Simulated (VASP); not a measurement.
Ir:

```
Ir
1.0
     0.00000    1.92696    1.92696
     1.92696    0.00000    1.92696
     1.92696    1.92696    0.00000
Ir
1
Cartesian
  0.0000 0.0000 0.0000
```

| Property | Result |
| --- | --- |
| Program | VASP 6.6.1 |
| Task | relaxation of cell and atoms |
| Functional | PBEsol |
| Potentials or basis | VASP PAW PBE potentials, release 64 (Ir) |
| Cutoff | 600 eV |
| k mesh | 18 × 18 × 18 |
| Occupations | gaussian, width 0.1 eV |
| Spin | no spin polarisation |

At the start: pressure -5.9 GPa; volume 14.31 Å³/atom.

Task: Where does the relaxation end?

Result: Over 4 steps the energy falls by 4.2 meV/atom and the volume is 14.09 Å³/atom (-1.6 %); space group Fm-3m (No. 225, to 0.05 Å).

Step by step:
| step | energy change (eV) | largest force (eV/Å) | pressure (GPa) | volume (Å³) |
| --- | --- | --- | --- | --- |
| 1 | 0.0000 | 0.0000 | -5.89 | 14.31 |
| 2 | 0.0644 | 0.0000 | 27.92 | 13.25 |
| 3 | -0.0042 | 0.0000 | -0.16 | 14.09 |
| 4 | -0.0042 | 0.0000 | -0.01 | 14.09 |

Final structure:
```cif
data_structure
_symmetry_space_group_name_H-M 'P 1'
_symmetry_Int_Tables_number 1
_cell_length_a 2.7109
_cell_length_b 2.7109
_cell_length_c 2.7109
_cell_angle_alpha 60.000
_cell_angle_beta 60.000
_cell_angle_gamma 60.000
_cell_volume 14.09
loop_
_atom_site_label
_atom_site_type_symbol
_atom_site_fract_x
_atom_site_fract_y
_atom_site_fract_z
_atom_site_occupancy
Ir1 Ir 0.00000 0.00000 0.00000 1
```

Caveat: the PAW data sets were made with another functional, which shifts forces and pressure a little.
